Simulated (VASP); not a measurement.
Consider the following.

```yaml
crystal:
  lattice:
    - [1.84915, -3.20283, 0.00000]
    - [1.84915, 3.20283, 0.00000]
    - [0.00000, 0.00000, 11.82548]
  atoms:
    - { symbol: La, position: [0.00000, 0.00000, 0.50000] }
    - { symbol: La, position: [0.00000, 0.00000, 0.00000] }
    - { symbol: La, position: [0.33333, 0.66667, 0.25000] }
    - { symbol: La, position: [0.66667, 0.33333, 0.75000] }
```

Level of theory: PBE GGA, VASP's PBE PAW potentials (set 64) (plane waves; VASP). Run with 520 eV cut-off, 9×9×3 Γ-centred mesh, first-order Methfessel-Paxton smearing of 0.10 eV, potentials La.

Question: Give the stress tensor in GPa (positive for a compressed cell).

Answer: 
```
1.63  0.00  0.00
0.00  1.63  0.00
0.00  0.00  1.58
```
The pressure is its mean diagonal, 1.61 GPa.

The compound is La in the dhcp structure. This cell is one point of a volume scan, at 0.94 of the reference volume.
